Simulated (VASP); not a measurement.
The input files of a VASP run:

### KPOINTS
```
Regular mesh
0
G
  10 10 5
0 0 0
```

POSCAR:
```
HgS
6.8067530
  0.6113048938   0.0000000000   0.0000000000
 -0.3056524469   0.5294055354   0.0000000000
  0.0000000000   0.0000000000   1.0000000244
Hg S
2 2
Cartesian
 -0.0000003056   0.3529372001   0.9999316080
  0.3056527526   0.1764683353   0.4999315958
 -0.0000003056   0.3529372001   0.3750684256
  0.3056527526   0.1764683353   0.8750684378
```

### INCAR
```
ALGO  =  Normal
EDIFF  =  1E-7
ENCUT  =  400
GGA  =  PS
ISIF  =  2
ISMEAR  =  -5
LASPH  =  .True.
LCHARG  =  .True.
LMAXMIX  =  6
LORBIT  =  11
LREAL  =  .False.
LWAVE  =  .False.
NEDOS  =  601
NELM  =  100
PREC  =  Accurate
SYSTEM  =  HgS
```

POTCAR, in this order: Hg S (PBE.64 set). Program: vasp_std.

Problem. Translate this PBEsol calculation to Ansatz.

Solution. One equivalent input (not run):
Ansatz 0.2 input:
```yaml
crystal:
  lattice:
    - [4.1610014, 0.0000000, 0.0000000]
    - [-2.0805007, 3.6035327, 0.0000000]
    - [0.0000000, 0.0000000, 6.8067532]
  atoms:
    - { symbol: Hg, position: [0.3333330, 0.6666670, 0.9999316] }
    - { symbol: Hg, position: [0.6666670, 0.3333330, 0.4999316] }
    - { symbol: S, position: [0.3333330, 0.6666670, 0.3750684] }
    - { symbol: S, position: [0.6666670, 0.3333330, 0.8750684] }
kpoints:
  mp_grid: { grid: [10, 10, 5] }
hamiltonian:
  xc: pbesol
  pseudopotentials: { kind: paw }
scf:
  occupations: { method: tetrahedron }
  max_iter: 100
output: { forces: true, stress: true, eigenvalues: true }
```
Limits of the translation: each code has its own PAW files, so the cut-off isn't converted (ENCUT is set for VASP's; basis.ecutwfc is left out, and Ansatz then takes the one that its files recommend); Ansatz stops its SCF on the density residual and VASP on the energy change (EDIFF).

The structure was generated: HgS was put into the wurtzite type (P6_3mc), which need not be its known phase. It was relaxed first, which changed the volume by +24 %.
